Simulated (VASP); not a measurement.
Consider the following.

```
Na2S
1.0
    0.00000     3.33540     3.33540
    3.33540     0.00000     3.33540
    3.33540     3.33540     0.00000
Na S
2 1
Direct
  0.25000   0.25000   0.25000
  0.75000   0.75000   0.75000
  0.00000   0.00000   0.00000
```

Level of theory: PBE GGA, VASP's PBE PAW potentials (set 64) (plane waves; VASP 6.6.1). Numerical set-up: 400 eV cut-off, 5×5×5 Γ-centred mesh, tetrahedra with Blöchl corrections, potentials Na_pv S.

Task: Give the stress tensor in GPa (positive for a compressed cell).

Result: 
```
-1.34   0.00   0.00
 0.00  -1.34   0.00
 0.00   0.00  -1.34
```
The pressure is its mean diagonal, -1.34 GPa.

The compound is Na2S in the antifluorite structure. The cell was not relaxed at this level. The run is one of a series of settings (ISMEAR = -5, SIGMA removed against the base run), some of them coarse on purpose.
